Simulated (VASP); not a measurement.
OSZICAR of a VASP run on Sr$_{12}$Ti$_{12}$O$_{35}$:

File OSZICAR:
```
...
  46 F= -.47191904E+03 E0= -.47190885E+03  d E =-.849345E-03  mag=     2.0000
       N       E                     dE             d eps       ncg     rms          rms(c)
DAV:   1    -0.471918254712E+03    0.77599E-03   -0.37241E-01   936   0.136E+00    0.138E-01
RMM:   2    -0.471918999977E+03   -0.74526E-03   -0.84879E-03   918   0.240E-01    0.146E-01
RMM:   3    -0.471919191145E+03   -0.19117E-03   -0.20108E-03  1174   0.103E-01    0.931E-02
RMM:   4    -0.471919202976E+03   -0.11830E-04   -0.43371E-04  1338   0.456E-02    0.920E-02
RMM:   5    -0.471919186190E+03    0.16786E-04   -0.17572E-04  1263   0.288E-02    0.553E-02
RMM:   6    -0.471919183877E+03    0.23127E-05   -0.98200E-05  1182   0.216E-02
  47 F= -.47191918E+03 E0= -.47190901E+03  d E =-.994538E-03  mag=     2.0000
       N       E                     dE             d eps       ncg     rms          rms(c)
DAV:   1    -0.471917476095E+03    0.17101E-02   -0.10394E+00   936   0.226E+00    0.216E-01
RMM:   2    -0.471919466447E+03   -0.19904E-02   -0.22714E-02   912   0.389E-01    0.207E-01
RMM:   3    -0.471919953504E+03   -0.48706E-03   -0.51380E-03  1152   0.167E-01    0.123E-01
RMM:   4    -0.471919987982E+03   -0.34478E-04   -0.11220E-03  1344   0.751E-02    0.147E-01
RMM:   5    -0.471919969908E+03    0.18075E-04   -0.44135E-04  1330   0.439E-02    0.104E-01
RMM:   6    -0.471919944247E+03    0.25661E-04   -0.23296E-04  1267   0.335E-02    0.316E-02
RMM:   7    -0.471919957793E+03   -0.13546E-04   -0.12134E-04  1082   0.187E-02    0.279E-02
RMM:   8    -0.471919960179E+03   -0.23863E-05   -0.55473E-05   873   0.132E-02
  48 F= -.47191996E+03 E0= -.47190981E+03  d E =-.776302E-03  mag=     2.0000
       N       E                     dE             d eps       ncg     rms          rms(c)
DAV:   1    -0.471919329470E+03    0.62832E-03   -0.31397E-01   960   0.124E+00    0.120E-01
RMM:   2    -0.471919948365E+03   -0.61890E-03   -0.69896E-03   916   0.215E-01    0.118E-01
RMM:   3    -0.471920103665E+03   -0.15530E-03   -0.16192E-03  1197   0.918E-02    0.787E-02
RMM:   4    -0.471920117944E+03   -0.14279E-04   -0.38135E-04  1310   0.417E-02    0.891E-02
RMM:   5    -0.471920103397E+03    0.14547E-04   -0.15096E-04  1227   0.259E-02    0.506E-02
RMM:   6    -0.471920100592E+03    0.28057E-05   -0.86092E-05  1125   0.199E-02
  49 F= -.47192010E+03 E0= -.47191000E+03  d E =-.916715E-03  mag=     2.0000
       N       E                     dE             d eps       ncg     rms          rms(c)
DAV:   1    -0.471918298829E+03    0.18046E-02   -0.11056E+00   960   0.233E+00    0.219E-01
RMM:   2    -0.471920428843E+03   -0.21300E-02   -0.24161E-02   912   0.402E-01    0.243E-01
RMM:   3    -0.471920934696E+03   -0.50585E-03   -0.55126E-03  1132   0.172E-01    0.156E-01
RMM:   4    -0.471920968057E+03   -0.33361E-04   -0.11730E-03  1350   0.755E-02    0.158E-01
RMM:   5    -0.471920909198E+03    0.58859E-04   -0.44062E-04  1293   0.460E-02    0.909E-02
RMM:   6    -0.471920902194E+03    0.70033E-05   -0.26419E-04  1261   0.353E-02    0.318E-02
RMM:   7    -0.471920912925E+03   -0.10730E-04   -0.12301E-04  1100   0.188E-02    0.248E-02
RMM:   8    -0.471920914534E+03   -0.16093E-05   -0.62270E-05   852   0.131E-02
  50 F= -.47192091E+03 E0= -.47191077E+03  d E =-.813942E-03  mag=     2.0000
       N       E                     dE             d eps       ncg     rms          rms(c)
DAV:   1    -0.471920346435E+03    0.56649E-03   -0.28424E-01   960   0.118E+00    0.112E-01
RMM:   2    -0.471920918367E+03   -0.57193E-03   -0.63820E-03   921   0.205E-01    0.134E-01
RMM:   3    -0.471921049479E+03   -0.13111E-03   -0.14877E-03  1193   0.876E-02    0.824E-02
RMM:   4    -0.471921056692E+03   -0.72124E-05   -0.31346E-04  1317   0.383E-02    0.728E-02
RMM:   5    -0.471921044739E+03    0.11953E-04   -0.13181E-04  1211   0.244E-02    0.450E-02
RMM:   6    -0.471921044308E+03    0.43133E-06   -0.80641E-05  1107   0.191E-02
  51 F= -.47192104E+03 E0= -.47191085E+03  d E =-.943716E-03  mag=     2.0000
       N       E                     dE             d eps       ncg     rms          rms(c)
DAV:   1    -0.471920016320E+03    0.10284E-02   -0.73392E-01   944   0.189E+00    0.173E-01
RMM:   2    -0.471921437288E+03   -0.14210E-02   -0.15545E-02   913   0.314E-01    0.173E-01
RMM:   3    -0.471921774637E+03   -0.33735E-03   -0.35856E-03  1161   0.134E-01    0.141E-01
RMM:   4    -0.471921765233E+03    0.94036E-05   -0.69373E-04  1354   0.583E-02    0.706E-02
RMM:   5    -0.471921751591E+03    0.13643E-04   -0.26697E-04  1310   0.349E-02    0.448E-02
RMM:   6    -0.471921749461E+03    0.21293E-05   -0.14959E-04  1251   0.242E-02    0.135E-02
RMM:   7    -0.471921755764E+03   -0.63030E-05   -0.65742E-05   882   0.140E-02
  52 F= -.47192176E+03 E0= -.47191160E+03  d E =-.711457E-03  mag=     2.0000
       N       E                     dE             d eps       ncg     rms          rms(c)
DAV:   1    -0.471917001355E+03    0.47481E-02   -0.22333E+00   944   0.329E+00    0.299E-01
RMM:   2    -0.471921323636E+03   -0.43223E-02   -0.47184E-02   913   0.546E-01    0.309E-01
RMM:   3    -0.471922312191E+03   -0.98856E-03   -0.10681E-02  1154   0.233E-01    0.242E-01
RMM:   4    -0.471922279299E+03    0.32892E-04   -0.20261E-03  1380   0.995E-02    0.124E-01
RMM:   5    -0.471922228356E+03    0.50943E-04   -0.76908E-04  1333   0.600E-02    0.818E-02
RMM:   6    -0.471922216979E+03    0.11376E-04   -0.41026E-04  1350   0.412E-02    0.236E-02
RMM:   7    -0.471922236312E+03   -0.19332E-04   -0.18066E-04  1269   0.236E-02    0.172E-02
RMM:   8    -0.471922244252E+03   -0.79406E-05   -0.11283E-04  1026   0.165E-02    0.127E-02
RMM:   9    -0.471922250049E+03   -0.57968E-05   -0.77869E-05   981   0.143E-02
  53 F= -.47192225E+03 E0= -.47191209E+03  d E =-.120574E-02  mag=     2.0000
       N       E                     dE             d eps       ncg     rms          rms(c)
DAV:   1    -0.471920055674E+03    0.21886E-02   -0.12202E+00   944   0.243E+00    0.223E-01
RMM:   2    -0.471922475516E+03   -0.24198E-02   -0.26762E-02   913   0.420E-01    0.284E-01
RMM:   3    -0.471922980715E+03   -0.50520E-03   -0.61117E-03  1162   0.180E-01    0.165E-01
RMM:   4    -0.471923001676E+03   -0.20961E-04   -0.11930E-03  1371   0.759E-02    0.124E-01
RMM:   5    -0.471922959340E+03    0.42336E-04   -0.45754E-04  1313   0.470E-02    0.790E-02
RMM:   6    -0.471922948380E+03    0.10960E-04   -0.27727E-04  1313   0.355E-02    0.338E-02
RMM:   7    -0.471922956160E+03   -0.77797E-05   -0.12605E-04  1137   0.197E-02    0.176E-02
RMM:   8    -0.471922961949E+03   -0.57894E-05   -0.70388E-05   929   0.141E-02
  54 F= -.47192296E+03 E0= -.47191279E+03  d E =-.711900E-03  mag=     2.0000
       N       E                     dE             d eps       ncg     rms          rms(c)
DAV:   1    -0.471922529976E+03    0.42618E-03   -0.20892E-01   960   0.101E+00    0.948E-02
RMM:   2    -0.471922960775E+03   -0.43080E-03   -0.47377E-03   926   0.175E-01    0.117E-01
RMM:   3    -0.471923055506E+03   -0.94731E-04   -0.11190E-03  1242   0.753E-02    0.694E-02
RMM:   4    -0.471923062176E+03   -0.66703E-05   -0.23717E-04  1291   0.328E-02    0.517E-02
RMM:   5    -0.471923057172E+03    0.50041E-05   -0.10147E-04  1191   0.213E-02    0.333E-02
RMM:   6    -0.471923056925E+03    0.24722E-06   -0.62788E-05  1048   0.161E-02
  55 F= -.47192306E+03 E0= -.47191288E+03  d E =-.806876E-03  mag=     2.0000
       N       E                     dE             d eps       ncg     rms          rms(c)
DAV:   1    -0.471921883809E+03    0.11734E-02   -0.73753E-01   952   0.190E+00    0.171E-01
RMM:   2    -0.471923357713E+03   -0.14739E-02   -0.16219E-02   912   0.329E-01    0.180E-01
RMM:   3    -0.471923703138E+03   -0.34543E-03   -0.36725E-03  1116   0.141E-01    0.129E-01
RMM:   4    -0.471923707217E+03   -0.40787E-05   -0.75431E-04  1318   0.613E-02    0.829E-02
RMM:   5    -0.471923689227E+03    0.17990E-04   -0.25909E-04  1250   0.354E-02    0.520E-02
RMM:   6    -0.471923680553E+03    0.86744E-05   -0.14687E-04  1200   0.256E-02    0.174E-02
RMM:   7    -0.471923687450E+03   -0.68970E-05   -0.72939E-05   848   0.144E-02
  56 F= -.47192369E+03 E0= -.47191358E+03  d E =-.630525E-03  mag=     2.0000
       N       E                     dE             d eps       ncg     rms          rms(c)
DAV:   1    -0.471922302634E+03    0.13779E-02   -0.64582E-01   944   0.178E+00    0.160E-01
RMM:   2    -0.471923602500E+03   -0.12999E-02   -0.14329E-02   914   0.309E-01    0.164E-01
RMM:   3    -0.471923911374E+03   -0.30887E-03   -0.32259E-03  1131   0.132E-01    0.121E-01
RMM:   4    -0.471923918147E+03   -0.67732E-05   -0.69354E-04  1312   0.582E-02    0.808E-02
RMM:   5    -0.471923903275E+03    0.14872E-04   -0.23891E-04  1244   0.334E-02    0.498E-02
RMM:   6    -0.471923895917E+03    0.73578E-05   -0.13466E-04  1182   0.240E-02    0.170E-02
RMM:   7    -0.471923901910E+03   -0.59929E-05   -0.64451E-05   815   0.136E-02
  57 F= -.47192390E+03 E0= -.47191384E+03  d E =-.844985E-03  mag=     2.0000
       N       E                     dE             d eps       ncg     rms          rms(c)
DAV:   1    -0.471922591943E+03    0.13040E-02   -0.77356E-01   944   0.194E+00    0.174E-01
RMM:   2    -0.471924094500E+03   -0.15026E-02   -0.16732E-02   913   0.331E-01    0.157E-01
RMM:   3    -0.471924456746E+03   -0.36225E-03   -0.37305E-03  1122   0.141E-01    0.133E-01
RMM:   4    -0.471924462604E+03   -0.58586E-05   -0.84137E-04  1310   0.636E-02    0.811E-02
RMM:   5    -0.471924444346E+03    0.18258E-04   -0.26404E-04  1263   0.347E-02    0.506E-02
RMM:   6    -0.471924436793E+03    0.75531E-05   -0.15709E-04  1193   0.251E-02    0.148E-02
RMM:   7    -0.471924442861E+03   -0.60678E-05   -0.68895E-05   819   0.139E-02
  58 F= -.47192444E+03 E0= -.47191444E+03  d E =-.540951E-03  mag=     2.0000
```

Q: Which electronic solver shows in the log?

A: It is blocked Davidson (ALGO = Normal, or the opening steps of other solvers) and then RMM-DIIS (ALGO = Fast or VeryFast). The INCAR had ALGO = Fast.

Q: How was spin treated?

A: Collinear spin (ISPIN = 2): the summary line carries one mag value, 2.00 μB in the cell.

Q: Can the final energy be trusted as converged?

A: The run converged. It stopped with EDIFF = 1E-5, NELM = 100, NSW = 120 and EDIFFG = -0.03 after 58 ionic steps (PBE GGA, plane waves, VASP's PBE PAW potentials (set 64)).  The cell is charged, with a uniform compensating background. The supercell is sampled at Γ alone, which is coarse: total energies, pressure and levels can be off, energies of defects by several tenths of an eV.

The cell is a supercell with a defect, built from SrTiO3 (cubic perovskite, the ideal cubic form; the compound distorts at low or room temperature): vac_O, charge +2. The total moment is imposed (NUPDOWN), so this need not be the lowest spin state.
